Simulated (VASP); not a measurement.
Computed with r2SCAN meta-GGA, VASP's PBE PAW potentials (set 64) (plane waves; VASP 6.6.1).

VASP ran on this input.

**POSCAR**
```
SiC
15.1006080
  0.1019073998  -0.1765087667   0.0000000000
  0.1019073998   0.1765087667   0.0000000000
  0.0000000000   0.0000000000   0.9999999997
Si C
6 6
Cartesian
  0.0000000000   0.0000000000   0.9998556065
  0.0000000000   0.0000000000   0.4998556066
  0.1019073998  -0.0588363732   0.8331119020
  0.1019073998   0.0588363732   0.3331119022
  0.1019073998  -0.0588363732   0.1665800911
  0.1019073998   0.0588363732   0.6665800910
  0.0000000000   0.0000000000   0.8744945813
  0.0000000000   0.0000000000   0.3744945815
  0.1019073998  -0.0588363732   0.7080549950
  0.1019073998   0.0588363732   0.2080549951
  0.1019073998  -0.0588363732   0.0416028230
  0.1019073998   0.0588363732   0.5416028228
```

File KPOINTS_OPT:
```
k-points along high-symmetry lines
6
Line-mode
Reciprocal
  0.000000   0.000000   0.000000 ! GAMMA
  0.000000   0.500000   0.000000 ! M

  0.000000   0.500000   0.000000 ! M
 -0.333333   0.666667   0.000000 ! K

 -0.333333   0.666667   0.000000 ! K
  0.000000   0.000000   0.000000 ! GAMMA

  0.000000   0.000000   0.000000 ! GAMMA
  0.000000   0.000000   0.500000 ! A

  0.000000   0.000000   0.500000 ! A
  0.000000   0.500000   0.500000 ! L

  0.000000   0.500000   0.500000 ! L
 -0.333333   0.666667   0.500000 ! H

 -0.333333   0.666667   0.500000 ! H
  0.000000   0.000000   0.500000 ! A

  0.000000   0.500000   0.500000 ! L
  0.000000   0.500000   0.000000 ! M

 -0.333333   0.666667   0.500000 ! H
 -0.333333   0.666667   0.000000 ! K
```

INCAR:
```
! general
SYSTEM   =  SiC
PREC     =  Accurate
ENCUT    =  520
LREAL    =  .False.
LASPH    =  .True.

! electronic loop
EDIFF    =  1E-7
NELM     =  100
ALGO     =  Normal
LMIXTAU  =  .True.

! smearing
ISMEAR   =  -5

! functional
METAGGA  =  R2SCAN

! ions
ISIF     =  2

! output
LWAVE    =  .False.
LCHARG   =  .False.
LORBIT   =  11
NEDOS    =  601

! other
LEFG     =  .True.
```

File KPOINTS:
```
K-points
0
gamma
 9 9 2
```

POTCAR, in this order: Si C (PBE.64 set). Program: vasp_std.

The path is coarsely sampled, so an indirect gap can come out somewhat too large.

Q: What does the run give for the energy per atom (σ→0), band gap (over mesh and band path)?

A: 
```
Item                                         Value
----------------------------------  --------------
energy per atom (σ→0)               -9.664 eV/atom
band gap (over mesh and band path)         2.40 eV
```

### OSZICAR
```
...
DAV:  32    -0.115963452120E+03    0.33581E-06   -0.22219E-09   877   0.229E-04    0.773E-05
DAV:  33    -0.115963452265E+03   -0.14548E-06   -0.20578E-10   870   0.104E-04    0.744E-05
DAV:  34    -0.115963452377E+03   -0.11193E-06   -0.85053E-11   863   0.636E-05    0.515E-05
DAV:  35    -0.115963452464E+03   -0.87119E-07   -0.33076E-11   828   0.361E-05
   1 F= -.11596345E+03 E0= -.11596345E+03  d E =0.000000E+00
       N       E                     dE             ncg
       N       E                     dE             ncg
       N       E                     dE             ncg
```

The compound is SiC in the 6h structure. It was relaxed first.
